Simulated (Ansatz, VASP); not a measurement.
**Cross-check of Ge2SO (CuAu-ordered zincblende type (invented)) between VASP and Ansatz**

Aim: how closely do two programs agree when they are given the same cell, functional and k mesh? The cell is generated by rule, not measured, and may not be a known phase. The two relaxations start from unlike cells of this crystal (the structure described is Ansatz's start), so only their ends are compared.

Method: plane waves, with VASP 6.6.1 beside it; PBE, in Ansatz 0.2.0.

### Step 1. The structure

It takes space group P-4m2 (No. 115, tetragonal). Conventional cell: a = 3.496 Å, b = 3.496 Å, c = 4.945 Å, α = 90.00°, β = 90.00°, γ = 90.00°. Nearest to O lie 4 Ge at 2.14 Å. Nearest to S lie 4 Ge at 2.14 Å. Ge has 2 O at 2.14 Å and 2 S at 2.14 Å nearest. Farther neighbours and most contacts between anions are not listed.

### Step 2. Ansatz: relaxation of cell and atoms, PBE

Ansatz runs on its default PAW (the set named soft_2) files.

The relaxed volume is the usual yardstick between codes: in a stiff, nearly cubic crystal its relative difference is about their pressure difference at one cell divided by the bulk modulus.

input.yaml reads:

```yaml
crystal:
  lattice:
    - [3.4964, 0.0, 0.0]
    - [0.0, 3.4964, 0.0]
    - [0.0, 0.0, 4.94466]
  atoms:
    - { symbol: O, position: [0.0, 0.0, 0.0] }
    - { symbol: S, position: [0.5, 0.5, 0.5] }
    - { symbol: Ge, position: [0.0, 0.5, 0.25] }
    - { symbol: Ge, position: [0.5, 0.0, 0.75] }
kpoints:
  mp_grid: { grid: [6, 6, 4] }
hamiltonian:
  xc: pbe
scf:
  occupations: { method: gaussian, width: 0.1 }
output:
  forces: true
  stress: true
  eigenvalues: true
relax:
  adjacent_minimum: "off"
  f_tol: 0.05
  max_steps: 80
  cell: { stress_tol: 0.5 }
```

The run is started by

```sh
ansatz run input.yaml --threads 2 --pin off --max-ram 5120MiB --backend cpu --events-out ev --progress --plain --runs-dir out
```

Numbers of over 12 decimals in the logs are rounded to 6 here.

The log of the run:

```text
The last accepted step is kept in <dir> (removed where the run ends without a failure and the disk answers)
Engine: ansatz 0.2.0, aarch64-unknown-linux-gnu
Pseudopotentials: kind: paw
Pseudopotential: O, paw, valence charge 6, recommended cutoff 420 eV (normal), O.paw.azcp
Pseudopotential: S, paw, valence charge 6, recommended cutoff 420 eV (normal), S.paw.azcp
Pseudopotential: Ge, paw, valence charge 14, recommended cutoff 420 eV (normal), Ge.paw.azcp
Functional definition: PBE
  parameter kappa = 0.804
  parameter beta = 0.066725
  exchange = pbe_x(kappa = kappa, mu = beta*pi^2/3)
  correlation = pbe_c(beta = beta)
Crystal: 4 atoms, lattice volume = 60.448 Å³
Basis set: ecut = 420 eV, 1197 PW (Γ), exchange–correlation on 48×48×72 points (8 copies of the dense FFT grid, shifted against one another)
Bands: 24, of which v1, the nominal top of the filled ones, is band 20 counted from 1 (19 counted from 0)
Symmetry: 8 space group operations
Space group: P-4m2 (ITA 115), of the structure as read, at distance tolerance 3.9e-5 Å
k-points: 30 of 144 (time reversal used)
Non-local potential: O, projectors of the file, l = 0: 2, l = 1: 2, l = 2: 1
Non-local potential: S, projectors of the file, l = 0: 2, l = 1: 2, l = 2: 2
Non-local potential: Ge, projectors of the file, l = 0: 2, l = 1: 2, l = 2: 3, l = 3: 1
PAW form: soft (Blöchl's): semilocal exchange-correlation on the pseudo side does not see the compensation charge
PAW one-centre angular grid: O, 110 points (default); XC on 64 Gauss nodes
PAW one-centre angular grid: S, 110 points (default); XC on 64 Gauss nodes
PAW one-centre angular grid: Ge, 590 points (default); XC on 64 Gauss nodes
Initial density: superposition of atomic densities (neutral atoms: chi_scale 0, normalization atom), corrected by the library's trained network
Initial wavefunctions: pseudopotential atomic-orbital guess
Functional: x = pbe(κ = 0.804, μ = 0.219515), c = pbe(β = 0.066725)
SCF iter   1: F=—  HF=-10054.405246 eV  |F-HF|=—  |Δ(HF+E_count)|=         —  Δρ=1.55e-2  dr2=1.83e-1  ethr=1.77e-3  ⟨swp⟩=5.2  Hψ=3179  notcnv=0
preconditioner: auto → Resta (q_TF=auto, 2.547 Å⁻¹)  ε∞=3.5  [insulator: Δε(μ)=0.119 eV  Ē_g=19.240 eV  σ=0.100 eV  W_gap=0.57  n_scr=20 (ndim 8)  ℏωp=30.2 eV  f_vac=0.007  D(μ)=2.78/eV (n_scr^D=28)  ε∞_Penn≈3.5]
SCF iter   2: F=—  HF=-10054.376843 eV  |F-HF|=—  |Δ(HF+E_count)|=   2.84e-2  Δρ=6.06e-3  dr2=3.38e-2  ethr=4.58e-4  ⟨swp⟩=1.9  Hψ=1027  notcnv=0
preconditioner: auto → Kerker (q_TF=auto, 2.547 Å⁻¹)  [metal: Δε(μ)=0.087 eV  Ē_g=19.213 eV  σ=0.100 eV  W_gap=0.40  n_scr=20 (ndim 8)  ℏωp=30.2 eV  f_vac=0.004  D(μ)=2.79/eV (n_scr^D=28)]
SCF iter   3: F=—  HF=-10054.373179 eV  |F-HF|=—  |Δ(HF+E_count)|=   3.66e-3  Δρ=1.48e-3  dr2=1.36e-3  ethr=8.46e-5  ⟨swp⟩=2.7  Hψ=1224  notcnv=0
SCF iter   4: F=—  HF=-10054.372789 eV  |F-HF|=—  |Δ(HF+E_count)|=   3.90e-4  Δρ=8.16e-4  dr2=4.41e-4  ethr=3.40e-6  ⟨swp⟩=2.0  Hψ=1227  notcnv=0
SCF iter   5: F=—  HF=-10054.372893 eV  |F-HF|=—  |Δ(HF+E_count)|=   1.04e-4  Δρ=2.54e-4  dr2=4.74e-5  ethr=1.10e-6  ⟨swp⟩=2.1  Hψ=900  notcnv=0
SCF iter   6: F=—  HF=-10054.373021 eV  |F-HF|=—  |Δ(HF+E_count)|=   1.27e-4  Δρ=8.07e-5  dr2=5.28e-6  ethr=1.18e-7  ⟨swp⟩=2.0  Hψ=1325  notcnv=0
SCF iter   7: F=—  HF=-10054.373023 eV  |F-HF|=—  |Δ(HF+E_count)|=   2.04e-6  Δρ=1.83e-5  dr2=3.59e-7  ethr=1.32e-8  ⟨swp⟩=3.0  Hψ=1350  notcnv=0
SCF iter   8: F=-10054.373023 eV  HF=-10054.373023 eV  |F-HF|=1.54e-9  |Δ(HF+E_count)|=   8.08e-8  Δρ=4.76e-6  dr2=1.63e-8  ethr=2.50e-10  ⟨swp⟩=4.2  Hψ=2419  notcnv=0
SCF 1 converged in 8 iterations: F = -10054.373023 eV  dr2 = 1.63e-8
  greatest PAW one-centre occupation: 0.999 electrons in one spin orbital (limit 2), on the Ge atom at site 2 (counted from 0), in its partial waves of l = 2
relax step   1: F+E_penalty+E_count = -10054.37302278 eV  Δ(F+E_penalty+E_count) = +0.000e0 eV  max|allowed force component| = 4.181e0 eV/Å  Δτ_max = 0.0000 Å  P = +38.176 GPa  Ω = 60.448 Å³  (8 SCF iters, dr2 threshold 1.00e-7 eV, accepted)
[...]
relax step  19: F+E_penalty+E_count = -10058.28796388 eV  Δ(F+E_penalty+E_count) = -2.474e-2 eV  max|allowed force component| = 6.241e-3 eV/Å  Δτ_max = 0.0000 Å  P = +0.542 GPa  Ω = 73.799 Å³  stress off target by 8.43e-1 GPa  SCF on the basis re-selected at this cell (its energy is not comparable with the rows above)  (8 SCF iters)
[...]
relax step  20: F+E_penalty+E_count = -10058.29112972 eV  Δ(F+E_penalty+E_count) = -3.166e-3 eV  max|allowed force component| = 1.856e-2 eV/Å  Δτ_max = 0.0346 Å  P = +0.217 GPa  Ω = 73.180 Å³  energy of the carried Pulay correction = +8.668e-4 eV  (6 SCF iters, dr2 threshold 4.00e-7 eV, accepted)
[...]
relax step  21: F+E_penalty+E_count = -10058.29051087 eV  Δ(F+E_penalty+E_count) = +6.189e-4 eV  max|allowed force component| = 1.848e-2 eV/Å  Δτ_max = 0.0000 Å  P = +0.205 GPa  Ω = 73.180 Å³  stress off target by 3.32e-1 GPa  SCF on the basis re-selected at this cell (its energy is not comparable with the rows above)  (6 SCF iters)
basis re-selected at this cell: Δ(F+E_penalty+E_count) = +6.189e-4 eV, ΔP = -0.012 GPa vs the last step (what re-selecting the basis moved, of the pressure what is left beyond the Pulay correction that the steps carried, after the strain that the cell walked since its last selection, with what the two solves' SCF thresholds leave and, on support functions, any second-order correction that the steps lacked; it is no m [...]
SCF converged after 6 iterations
Free energy (F): -10058.290511 eV
Harris-Foulkes:  -10058.290511 eV  (|F-HF|=1.11e-9)
Internal energy: -10058.289821 eV  (E = F + TS)
E sigma→0 (E₀):  -10058.290166 eV
Entropy (-TS):   -0.000690 eV (-0.173 meV/atom)
Fermi energy:    8.073157 eV
--- Per-component energies (eV) ---
  E_band       = -320.020360
  E_kinetic    = 496.332354
  E_local      = -5385.489606  (includes V_loc(G=0)·N_el)
  E_nonlocal   = 902.819737
  E_hartree    = 2308.277726
  E_xc         = -320.511493
  E_vxc        = -308.150525  (∫ρ·V_xc dr)
  E_paw        = -4784.615622  (= ΣΔE_a)
  E_vpaw       = -642.091758  (= ΣTr[D̂ρ^β])
  E_aug_tail   = 0.002948  (compensation charges beyond the density's cutoff)
  E_ewald      = -3275.105864
  E_smearing   = -0.000690  (= −TS)
  E_closure    = -0.000000  (closes the sum)
  Σ components = -10058.290511   (vs F -10058.290511, Δ=0.00e0)
--- Forces (eV/Å), atoms counted from 1 ---
  atom   1  O      0.00000000     0.00000000    -0.00000000
  atom   2  S      0.00000000     0.00000000     0.00000000
  atom   3  Ge    -0.00000000    -0.00000000    -0.01847572
  atom   4  Ge    -0.00000000    -0.00000000     0.01847572
  max |Σ_I F_I| component: 2.08e-16 eV/Å
--- Stress (GPa, compression-positive) ---
        0.140930       0.000000      -0.000000
        0.000000       0.140930       0.000000
       -0.000000       0.000000       0.331723
  P = ⅓ Tr σ = 0.2045 GPa (2.045 kbar)
--- Band table (eV; the first three rows and the last of 30) ---
  k-point 0: bands = [... 16 lower, 4.4778, 4.7330, 4.7330, 5.7840, 9.3693, 12.1198, 12.1591, 12.1591]
  k-point 1: bands = [... 16 lower, 4.5814, 4.7056, 4.7056, 6.3250, 9.0011, 10.3690, 10.3690, 10.3974]
  k-point 2: bands = [... 16 lower, 4.6140, 4.6333, 4.6333, 7.0136, 8.0098, 9.2287, 9.2996, 9.2996]
  k-point 29: bands = [... 16 lower, 2.9184, 4.3338, 7.3622, 7.3622, 10.2461, 11.8538, 11.9613, 11.9613]
--- Relaxed structure (18 steps of the walk, 18 accepted, 3 SCFs on fresh bases) ---
  F+E_penalty+E_count = -10058.29051087 eV   max|allowed force component| = 1.848e-2 eV/Å   (the final SCF, on the basis selected at the relaxed cell)
  cell:  # Å, volume = 73.1804 Å³
    - [4.333533, 0, 0]
    - [0, 4.333533, 0.0]
    - [0, 0.0, 3.896821]
  atoms:
    - { symbol: O, position: [0, 0, 3.5082765568852197e-19] }
    - { symbol: S, position: [0.5, 0.5, 0.5] }
    - { symbol: Ge, position: [0, 0.5, 0.100006] }
    - { symbol: Ge, position: [0.5, 0, 0.899994] }
```

### Step 3. VASP: relaxation of cell and atoms, PBE

Its own start cell and the same functional, mesh and smearing now go to VASP, with its own data sets.

Lines of VASP's logs that name or quote its potential files are left out, and so is its time.

INCAR reads:

```
SYSTEM = Ge2SO
PREC = Accurate
ENCUT = 600
EDIFF = 1E-07
NELM = 120
ISMEAR = 0
SIGMA = 0.1
LREAL = .FALSE.
ALGO = Normal
GGA = PE
NBANDS = 26
LORBIT = 11
LWAVE = .FALSE.
LCHARG = .FALSE.
ISIF = 3
IBRION = 2
NSW = 80
EDIFFG = -0.005
LASPH = .TRUE.
GGA_COMPAT = .FALSE.
NELMIN = 4
KPAR = 2
```

POSCAR reads:

```
Ge2SO
1.0
    4.3120675765      0.0000000000      0.0000000000
    0.0000000000      4.3120675765      0.0000000000
    0.0000000000      0.0000000000      3.9523337885
O S Ge
1 1 2
Direct
    0.0000000000      0.0000000000      0.0000000000
    0.5000000000      0.5000000000      0.5000000000
    0.0000000000      0.5000000000      0.1034134531
    0.5000000000      0.0000000000      0.8965865469
```

KPOINTS reads:

```
Automatic mesh
0
Gamma
6 6 4
0 0 0
```

The projector-augmented-wave data sets are O, S and Ge_d (PBE family, release 64).

The run is started by

```sh
mpirun -np 2 vasp_std
```

The log of the run:

```text
[banner, memory and clock lines left out]
running    2 mpi-ranks, on    1 nodes
 distrk:  each k-point on    1 cores,    2 groups
 distr:  one band on    1 cores,    1 groups

 POSCAR found type information on POSCAR O S Ge
 POSCAR found :  3 types and       4 ions
 LDA part: xc-table for (Slater+PW92), standard interpolation
 POSCAR, INCAR and KPOINTS ok, starting setup
 FFT: planning ... GRIDC
 FFT: planning ... GRID_SOFT
 FFT: planning ... GRID
 WAVECAR not read
 entering main loop
       N       E                     dE             d eps       ncg     rms          rms(c)
DAV:   1     0.354733183618E+03    0.35473E+03   -0.21266E+04  1820   0.395E+03
DAV:   2     0.418841334657E+02   -0.31285E+03   -0.30440E+03  1584   0.750E+02
DAV:   3    -0.183821532730E+02   -0.60266E+02   -0.58747E+02  1882   0.192E+02
DAV:   4    -0.215719707161E+02   -0.31898E+01   -0.31690E+01  1818   0.480E+01
DAV:   5    -0.216451356173E+02   -0.73165E-01   -0.73044E-01  1894   0.786E+00    0.103E+01
DAV:   6    -0.196029814607E+02    0.20422E+01   -0.11147E+01  2350   0.290E+01    0.608E+00
DAV:   7    -0.194557883072E+02    0.14719E+00   -0.24117E+00  1722   0.824E+00    0.352E+00
DAV:   8    -0.194435860781E+02    0.12202E-01   -0.28072E-01  1648   0.347E+00    0.123E+00
DAV:   9    -0.194412370981E+02    0.23490E-02   -0.42993E-02  2062   0.144E+00    0.223E-01
DAV:  10    -0.194416953809E+02   -0.45828E-03   -0.95696E-03  1680   0.593E-01    0.987E-02
DAV:  11    -0.194418105894E+02   -0.11521E-03   -0.60059E-04  2082   0.173E-01    0.297E-02
DAV:  12    -0.194418537992E+02   -0.43210E-04   -0.65382E-05  1762   0.656E-02    0.124E-02
DAV:  13    -0.194418548424E+02   -0.10432E-05   -0.71840E-06  1906   0.201E-02    0.110E-02
DAV:  14    -0.194418550615E+02   -0.21912E-06   -0.20905E-06  1798   0.125E-02    0.278E-03
DAV:  15    -0.194418549361E+02    0.12539E-06   -0.94748E-07  1456   0.540E-03    0.199E-03
DAV:  16    -0.194418548200E+02    0.11612E-06   -0.15953E-07  1108   0.250E-03    0.634E-04
DAV:  17    -0.194418548313E+02   -0.11260E-07   -0.35125E-08   832   0.126E-03
   1 F= -.19441855E+02 E0= -.19441598E+02  d E =-.194419E+02
[... from here on, the cycles between the ionic steps are left out ...]
   2 F= -.19443176E+02 E0= -.19442903E+02  d E =-.132132E-02
   3 F= -.19443227E+02 E0= -.19442956E+02  d E =-.137177E-02
   7 F= -.19443502E+02 E0= -.19443172E+02  d E =-.275935E-03
   8 F= -.19443552E+02 E0= -.19443241E+02  d E =-.326233E-03
   9 F= -.19443597E+02 E0= -.19443285E+02  d E =-.445136E-04
  10 F= -.19443653E+02 E0= -.19443339E+02  d E =-.100665E-03
  11 F= -.19443673E+02 E0= -.19443359E+02  d E =-.196647E-04
  12 F= -.19443723E+02 E0= -.19443410E+02  d E =-.704183E-04
  13 F= -.19443791E+02 E0= -.19443478E+02  d E =-.137987E-03
  14 F= -.19443790E+02 E0= -.19443477E+02  d E =-.136743E-03
  15 F= -.19443813E+02 E0= -.19443500E+02  d E =-.159717E-03
 curvature:  -5.90 expect dE=-0.121E-03 dE for cont linesearch -0.908E-06
 ZBRENT: interpolating
 opt :   2.4273  next Energy=   -19.443814 (dE=-0.161E-03)
 bond charge predicted
       N       E                     dE             d eps       ncg     rms          rms(c)
DAV:   1    -0.194438574532E+02   -0.44704E-04   -0.50386E-03  2122   0.580E-01    0.432E-02
DAV:   2    -0.194438250317E+02    0.32422E-04   -0.14432E-04  1936   0.124E-01    0.208E-02
DAV:   3    -0.194438166931E+02    0.83385E-05   -0.24006E-05  1984   0.559E-02    0.111E-02
DAV:   4    -0.194438132675E+02    0.34256E-05   -0.75164E-06  1936   0.294E-02    0.312E-03
DAV:   5    -0.194438128955E+02    0.37203E-06   -0.16936E-06  1846   0.145E-02    0.180E-03
DAV:   6    -0.194438127293E+02    0.16625E-06   -0.17997E-07   874   0.459E-03    0.708E-04
DAV:   7    -0.194438126704E+02    0.58821E-07   -0.33252E-08   790   0.198E-03
  16 F= -.19443813E+02 E0= -.19443500E+02  d E =-.159726E-03
 curvature:  -7.36 expect dE=-0.487E-04 dE for cont linesearch -0.914E-06
 trial: gam= 0.00000 g(F)=  0.140E-05 g(S)=  0.522E-05 ort = 0.878E-05 (trialstep = 0.612E+00)
 search vector abs. value=  0.661E-05
 reached required accuracy - stopping structural energy minimisation
```

Parts of OUTCAR (step 3):

```text
ion  position               nearest neighbor table
   1  0.000  0.000  0.000-   3 2.19   4 2.19   3 2.19   4 2.19
   2  0.500  0.500  0.500-   3 2.67   4 2.67   4 2.67   3 2.67
   3  0.000  0.500  0.103-   1 2.19   1 2.19   2 2.67   2 2.67
   4  0.500  0.000  0.897-   1 2.19   1 2.19   2 2.67   2 2.67

  LATTYP: Found a simple tetragonal cell.
 ALAT       =     4.3120675765
 C/A-ratio  =     0.9165751043

 Subroutine GETGRP returns: Found  8 space group operations
 (whereof  8 operations were pure point group operations)

The static configuration has the point symmetry D_2d.

 Found     30 irreducible k-points:

   k-points           NKPTS =     30   k-points in BZ     NKDIM =     30   number of bands    NBANDS=     26

   dimension x,y,z NGX =    36 NGY =   36 NGZ =   32
   dimension x,y,z NGXF=    72 NGYF=   72 NGZF=   64

   ENCUT  =  600.0 eV  44.10 Ry    6.64 a.u.   8.61  8.61  7.89*2*pi/ulx,y,z

   NELECT =      40.0000    total number of electrons

 k-points in reciprocal lattice and weights: Automatic mesh
   0.00000000  0.00000000  0.00000000       0.007
   0.16666667  0.00000000  0.00000000       0.028
   0.33333333  0.00000000  0.00000000       0.028
   0.50000000  0.00000000  0.00000000       0.014
   0.16666667  0.16666667  0.00000000       0.028
   0.33333333  0.16666667  0.00000000       0.056
   0.50000000  0.16666667  0.00000000       0.028
   0.33333333  0.33333333  0.00000000       0.028
   0.50000000  0.33333333  0.00000000       0.028
[...]
0.50000000  0.33333333  0.50000000       0.028
   0.50000000  0.50000000  0.50000000       0.007

 average (electrostatic) potential at core
       1 -70.4849       2 -87.2402       3 -74.7982       4 -74.7982

 E-fermi :   5.1534

 k-point     1 :       0.0000    0.0000    0.0000
  band No.  band energies     occupation
    ...
     16      -1.0775      2.00000
     17       1.5542      2.00000
     18       1.8169      2.00000
     19       1.8169      2.00000
     20       2.8521      2.00000
     21       6.4249      0.00000
     22       9.1559      0.00000
     23       9.1923      0.00000
     24       9.1923      0.00000
     25      10.7864      0.00000
    ...

 k-point     2 :       0.1667    0.0000    0.0000
  band No.  band energies     occupation
    ...
     16      -0.0099      2.00000
     17       1.6370      2.00000
     18       1.9905      2.00000
     19       2.3847      2.00000
     20       2.7609      2.00000
     21       6.6163      0.00000
     22       8.4020      0.00000
     23       9.0139      0.00000
     24       9.1418      0.00000
     25       9.9713      0.00000
    ...

 k-point     3 :       0.3333    0.0000    0.0000
  band No.  band energies     occupation
    ...
     16       0.8916      2.00000
     17       1.1950      2.00000
     18       2.3341      2.00000
     19       3.2821      2.00000
     20       3.4624      2.00000
     21       6.5822      0.00000
     22       7.4669      0.00000
     23       8.7601      0.00000
     24       8.8363      0.00000
     25       9.5925      0.00000
    ...

  Total        0.0123645      0.0123645      0.0112566      0.0000000      0.0000000      0.0000000
  in kB        0.2695160      0.2695160      0.2453659      0.0000000      0.0000000      0.0000000
  external PRESSURE =       0.2614660 kB  Pullay stress =       0.0000000 kB

  energy-cutoff  :      600.00
  volume of cell :       73.50
      direct lattice vectors                 reciprocal lattice vectors
     4.334538690  0.000000000  0.000000000     0.230705058  0.000000000  0.000000000
     0.000000000  4.334538690 -0.000000000     0.000000000  0.230705058 -0.000000000
     0.000000000  0.000000000  3.912160635     0.000000000  0.000000000  0.255613226

 POSITION                                       TOTAL-FORCE (eV/Angst)
 -----------------------------------------------------------------------------------
      0.00000      0.00000     -0.00000        -0.000000      0.000000      0.000000
      2.16727      2.16727      1.95608         0.000000      0.000000      0.000000
      0.00000      2.16727      0.39231         0.000000     -0.000000     -0.003804
      2.16727      0.00000      3.51985         0.000000      0.000000      0.003804
 -----------------------------------------------------------------------------------
    total drift:                                0.000000      0.000000      0.000000

  FREE ENERGIE OF THE ION-ELECTRON SYSTEM (eV)
  ---------------------------------------------------
  free  energy   TOTEN  =       -19.4438126704 eV

  energy  without entropy=      -19.4431876024  energy(sigma->0) =      -19.44350014

 reached required accuracy - stopping structural energy minimisation

 total charge
# of ion       s       p       d       tot
------------------------------------------
    1        1.593   3.325   0.000   4.918
    2        1.375   2.267   0.000   3.641
    3        1.367   0.641  10.048  12.056
    4        1.367   0.641  10.048  12.056
--------------------------------------------------
tot          5.703   6.874  20.095  32.672

[... 3 further parts left out ...]
```

CONTCAR:

```
Ge2SO
   1.00000000000000
     4.3345386901261902    0.0000000000000000    0.0000000000000000
     0.0000000000000000    4.3345386901261902   -0.0000000000000000
     0.0000000000000000    0.0000000000000000    3.9121606350791307
  O               S               Ge
     1     1     2
Direct
     0.0000000000000000    0.0000000000000000    0.0000000000000000
     0.5000000000000000    0.5000000000000000    0.5000000000000000
     0.0000000000000000    0.5000000000000000    0.1002802193849268
     0.5000000000000000    0.0000000000000000    0.8997197806150733
```

The run keeps the 8 symmetry operations of its start, so it cannot find a distortion of lower symmetry.

### Step 4. Side by side

Known differences besides the potentials themselves: the cutoff is 420 eV in Ansatz and 600 eV in VASP; Ansatz adds a Pulay correction to the stress that steers its cell, VASP none. Total energies have different zeros and are not compared.

Compared:

| quantity | Ansatz | VASP | difference |
| --- | --- | --- | --- |
| volume (Å³) | 73.18 | 73.50 | -0.44 % |
| edge a after relaxation, in the typed setting (Å) | 4.333 | 4.335 | -0.02 % |
| edge c after relaxation, in the typed setting (Å) | 3.897 | 3.912 | -0.39 % |

### Step 5. What came out

| Quantity | Value |
| --- | --- |
| difference in volume (relaxation of cell and atoms, PBE) | -0.44 % |

**Reading.** The difference in volume is -0.44 % (relaxation of cell and atoms, PBE), within the 1.2 % picked in this series as the mark of a large difference, as far as the stopping tolerances let one tell. Such differences can come from data sets, numerical settings and the points named under the comparisons, not from the functional's error against experiment.

[Lines on the potential files, build, host, timing and source positions are cut from VASP's logs without a mark.]

[Logs are printed without paths, hosts, clocks, repeated set-up lines and the standing remarks that a program may print on its own settings, such as how far it seeks lower states.]

[Hosts, paths, dates, database ids (printed as entryN), source tags and the programs' standing remarks are cut or masked in the printed files.]
